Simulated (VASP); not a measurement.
Crystal: CsLiCr2Te2S3.

```
CELL_PARAMETERS angstrom
2.81287 -4.84865 0.00000
2.81287 4.84865 0.00000
0.00000 0.00000 8.48154
ATOMIC_POSITIONS crystal
Cs 0.00000 0.00000 0.08500
Li 0.50000 0.50000 0.48104
Cr 0.50000 0.00000 0.46970
Cr 0.00000 0.50000 0.46970
Te 0.30716 0.69284 0.73712
Te 0.69284 0.30716 0.73712
S 0.67422 0.32578 0.28305
S 0.32578 0.67422 0.28305
S 0.00000 0.00000 0.49457
```

The cell was built by a generator and needn't be a form met in nature.

Base run:

- Program: VASP 6.6.1
- Functional: r2SCAN
- Potentials or basis: VASP PAW PBE potentials, release 64 (Cs_sv, Li_sv, Cr_pv, Te, S)
- Cutoff: 520 eV
- k mesh: 6 × 6 × 4
- Occupations: gaussian, width 0.1 eV
- Spin: collinear spin, ferromagnetic start
- Starting moments: [0.0, 0.0, 3.0, 3.0, 0.0, 0.0, 0.0, 0.0, 0.0] μB

Its results: net moment 5.95 μB per cell; site moments Cs +0.00; Li -0.00; Cr +3.13; Te -0.10; S -0.11, -0.17 μB.

Q: The run is repeated on the same cell with these changes: functional from r2SCAN to PBE. What comes out?

A: Net moment 4.00 μB per cell; site moments Cs -0.00; Li +0.00; Cr +2.16; Te -0.10; S -0.09, -0.10 μB.

Caveats: only a ferromagnetic start was run, and an antiferromagnetic order may lie lower in energy.
